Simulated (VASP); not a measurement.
Crystal: Be3H2.

```
CELL_PARAMETERS angstrom
3.70981 0.00000 0.00000
-1.85490 3.21279 0.00000
0.00000 0.00000 3.59979
ATOMIC_POSITIONS crystal
Be 0.33142 0.33142 0.00000
Be 0.66858 0.00000 0.00000
Be 0.00000 0.66858 0.00000
H 0.33333 0.66667 0.25744
H 0.66667 0.33333 0.74256
```

The cell was built by a generator and needn't be a form met in nature.

| Quantity | Value |
| --- | --- |
| Program | VASP 6.6.1 |
| Task | relaxation of cell and atoms |
| Functional | RPBE |
| Potentials or basis | VASP PAW PBE potentials, release 64 (Be, H) |
| Cutoff | 600 eV |
| k mesh | 8 × 8 × 7 |
| Occupations | gaussian, width 0.05 eV |
| Spin | no spin polarisation |

At the start: pressure 2.0 GPa; volume 8.58 Å³/atom.

Q: Where does the relaxation end?

A: Over 16 steps the energy falls by 7.9 meV/atom and the volume is 9.77 Å³/atom (+13.9 %); space group P321 (No. 150, to 0.05 Å).

Step by step:
```csv
step,energy change (eV),largest force (eV/Å),pressure (GPa),volume (Å³)
1,0.0000,0.0612,2.02,42.91
2,-0.0064,0.0233,0.81,43.58
3,-0.0078,0.0418,-0.11,44.13
4,-0.0078,0.0367,-0.04,44.08
5,-0.0095,0.0529,0.02,44.20
6,-0.0136,0.1169,0.20,44.56
7,-0.0158,0.2067,0.57,45.25
8,-0.0162,0.1815,0.44,45.04
9,-0.0173,0.1841,0.45,45.15
10,-0.0202,0.1902,0.45,45.46
11,-0.0246,0.1914,0.47,46.08
12,-0.0282,0.1917,0.61,47.32
13,-0.0350,0.1298,0.19,47.97
14,-0.0387,0.0469,-0.34,48.87
15,-0.0388,0.0390,-0.39,48.97
16,-0.0393,0.0075,-0.06,48.85
```

Final structure:
```
Be H
1.0
     3.73212    0.00000    0.00003
    -1.86605    3.23211   -0.00003
     0.00002   -0.00001    4.05004
Be H
3 2
Direct
  0.33176 0.33176 0.00000
  0.66824 0.00000 0.00000
  0.00000 0.66824 0.00000
  0.33333 0.66667 0.22722
  0.66667 0.33333 0.77278
```

Caveat: the PAW data sets were made with another functional, which shifts forces and pressure a little.
